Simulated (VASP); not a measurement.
A run of VASP 6.6.1:

INCAR

```
PREC     = Accurate       # precision mode
ENCUT    = 600            # plane-wave cutoff, eV
EDIFF    = 1E-6           # SCF threshold, eV
ISMEAR   = 0              # smearing method
SIGMA    = 0.02           # smearing width, eV
LREAL    = F              # projectors in reciprocal space
LASPH    = T              # aspherical terms in the spheres
NELM     = 120            # most SCF steps
ALGO     = Normal         # electronic algorithm
ISIF     = 3              # what is computed and relaxed
LWAVE    = F              # write WAVECAR
LCHARG   = F              # write CHGCAR
GGA      = PE             # functional
IBRION   = 2              # ionic algorithm
NSW      = 80             # ionic steps
EDIFFG   = -0.005         # ionic threshold
KPAR     = 8
```

The input KPOINTS:

```
regular mesh
0
Gamma
  6 6 5
```

The input POSCAR:

```
SiO2
1.0
    4.9926472000      0.0000000000      0.0000000000
    0.0000000000      4.9926472000      0.0000000000
    0.0000000000      0.0000000000      6.9339264000
Si O
4 8
Direct
    0.6986584000      0.6986584000      0.5000000000
    0.8013416000      0.1986584000      0.7500000000
    0.1986584000      0.8013416000      0.2500000000
    0.3013416000      0.3013416000      0.0000000000
    0.8935685900      0.7613864500      0.3201084900
    0.1064314100      0.2386135500      0.8201084900
    0.7613864500      0.8935685900      0.6798915100
    0.2613864500      0.6064314100      0.0701084900
    0.2386135500      0.1064314100      0.1798915100
    0.3935685900      0.7386135500      0.4298915100
    0.6064314100      0.2613864500      0.9298915100
    0.7386135500      0.3935685900      0.5701084900
```

Potentials or basis: VASP PAW PBE potentials, release 64 (Si, O).

Launch:

```bash
$ cat potpaw_PBE.64/Si/POTCAR potpaw_PBE.64/O/POTCAR > POTCAR
$ mpirun -np 8 vasp_std > vasp.out
```

Hardware: 8 MPI ranks on AMD EPYC 9R45 (Zen 5), with other jobs on the host.

Question: How long does it take, and how much memory?

Answer: Wall time 6.2 min on 8 MPI ranks on AMD EPYC 9R45 (Zen 5), on a shared host, peak memory 0.42 GiB a rank. Counts: scf iterations 198, k points 30, ion steps 34.
